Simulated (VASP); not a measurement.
Ga3BiO4: relaxation of cell and atoms with PBE

Ga3BiO4:

```
Ga Bi O
1.0
    -3.43746    3.43746    3.16614
     3.43746   -3.43746    3.16614
     3.43746    3.43746   -3.16614
Ga Bi O
3 1 4
Direct
  0.50000 0.00000 0.50000
  0.00000 0.50000 0.50000
  0.00000 0.00000 0.00000
  0.50000 0.50000 0.00000
  0.00000 0.20157 0.20157
  0.00000 0.79843 0.79843
  0.20157 0.00000 0.20157
  0.79843 0.00000 0.79843
```

The cell was built by a generator and needn't be a form met in nature.

```yaml
Program: VASP 6.6.1
Task: relaxation of cell and atoms
Functional: PBE
Potentials_or_basis: VASP PAW PBE potentials, release 64 (Ga_d, Bi_d, O)
Cutoff: 520 eV
k_mesh: 3 × 3 × 3
Occupations: gaussian, width 0.15 eV
Spin: no spin polarisation
Further_INCAR_settings: PREC = Normal; ALGO = Fast; EDIFF = 0.0001; IBRION = 2; EDIFFG = -0.08; NSW = 24; ISIF = 3
```

* Relaxed volume: 20.55 Å³/atom
* Relaxed cell: a = 6.006 Å, b = 6.006 Å, c = 6.006 Å, α = 105.71°, β = 105.71°, γ = 117.29°
* Space group after relaxing (to 0.05 Å): I4/mmm (No. 139)
* Energy gained by relaxing: 2806.5 meV/atom
* Ionic steps: 19
* Pressure after relaxing: -0.1 GPa
* Largest force after relaxing: 0.023 eV/Å
* Band gap on the k mesh: none (metal or under the smearing width)

Forces on the atoms (eV/Å):
```
Ga   0.000  0.000  0.000
Ga   0.000  0.000  0.000
Ga   0.000  0.000  0.000
Bi   0.000  0.000  0.000
O    0.023  0.000  0.000
O   -0.023  0.000  0.000
O    0.000  0.023  0.000
O    0.000 -0.023  0.000
```

Stress tensor (GPa, compression positive):
```
 0.10  0.00  0.00
 0.00  0.10  0.00
 0.00  0.00 -0.48
```

Step by step:
| step | energy change (eV) | largest force (eV/Å) | pressure (GPa) | volume (Å³) |
| --- | --- | --- | --- | --- |
| 1 | 0.0000 | 31.6247 | 57.79 | 149.65 |
| 2 | 605.5753 | 805.5031 | 392.78 | 333.88 |
| 3 | 1789.3649 | 32.6669 | 126.51 | 159.54 |
| 4 | -16.6295 | 2.7789 | -8.56 | 256.04 |
| 5 | -17.2865 | 2.5087 | -5.96 | 255.93 |
| 6 | -17.9758 | 3.0925 | -4.43 | 243.78 |
| 7 | -19.3682 | 6.0033 | 3.38 | 201.49 |
| 8 | -19.4778 | 8.3281 | 8.73 | 179.85 |
| 9 | -19.4577 | 7.3530 | 6.28 | 188.76 |
| 10 | -20.5941 | 5.5104 | 3.64 | 182.36 |
| 11 | -22.4029 | 0.9189 | 1.18 | 163.95 |
| 12 | -22.4221 | 0.0588 | 1.93 | 160.97 |
| 13 | -22.4280 | 0.3562 | 1.51 | 161.94 |
| 14 | -22.4398 | 0.3644 | 0.81 | 163.28 |
| 15 | -22.4425 | 0.3634 | 0.64 | 163.87 |
| 16 | -22.4437 | 0.3583 | -0.05 | 165.03 |
| 17 | -22.4439 | 0.3582 | 0.21 | 164.63 |
| 18 | -22.4489 | 0.2125 | 0.10 | 164.56 |
| 19 | -22.4520 | 0.0228 | -0.09 | 164.43 |

Final structure:
```xyz
8
Lattice="-3.6268 3.6268 3.1253 3.6268 -3.6268 3.1253 3.6268 3.6268 -3.1253" Properties=species:S:1:pos:R:3 pbc="T T T"
Ga    0.0000    3.6268    0.0000
Ga    3.6268    0.0000    0.0000
Ga    0.0000    0.0000    0.0000
Bi    0.0000    0.0000    3.1253
O     1.9197    0.0000    0.0000
O     5.3338    0.0000    0.0000
O     0.0000    1.9197    0.0000
O     0.0000    5.3338    0.0000
```

Levels at points of the mesh, in eV from the Fermi level:
| k point | band 35 | band 36 | band 37 | band 38 | band 39 | band 40 | band 41 | band 42 | band 43 | band 44 |
| --- | --- | --- | --- | --- | --- | --- | --- | --- | --- | --- |
| (0.00, 0.00, 0.00) | -2.53 | -2.53 | -1.34 | -0.99 | -0.25 | -0.12 | -0.12 | 2.37 | 3.58 | 4.47 |

It took 5.8 min on 1 thread of Intel(R) Xeon(R) 6975P-C (Granite Rapids), with other jobs on the host, peak memory 0.22 GiB.

Caveat: the k mesh is coarse (spacing up to 0.45 Å⁻¹), so the values aren't converged; spin-orbit coupling is left out, which moves the levels of the heavy elements; the relaxation stopped at a loose force limit of 0.08 eV/Å, so its end isn't a converged minimum.
